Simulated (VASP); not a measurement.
**BN (relaxed from the layered h-BN type structure, space group P6_3/mmc): computed properties**

All values below come from PBEsol GGA, VASP's PBE PAW potentials (set 64) (plane waves; VASP).

```yaml
space_group: P6_3/mmc (194)
cell: a = 2.5056 Å, b = 2.5056 Å, c = 6.8983 Å, α = 90.00°, β = 90.00°, γ = 120.00°
volume_per_atom: 9.38 Å³/atom
band gap (over mesh and band path): 4.19 eV
smallest direct gap (over mesh and band path): 4.59 eV
density: 2.20 g/cm³
```

```
BN
1.0
    2.50565     0.00000     0.00000
   -1.25282     2.16996     0.00000
    0.00000     0.00000     6.89830
B N
2 2
Cartesian
  0.00000   1.44664   1.72457
  1.25283   0.72332   5.17372
  1.25283   0.72332   1.72457
  0.00000   1.44664   5.17372
```

Without a dispersion term in the relaxation, distances and binding between the weakly bound layers, chains or molecules are unreliable, and so is what depends on them.

The structure was generated: BN was put into the layered h-BN type type (P6_3/mmc), which need not be its known phase. It was relaxed first. Symmetry was kept, so distortions that lower it aren't found.
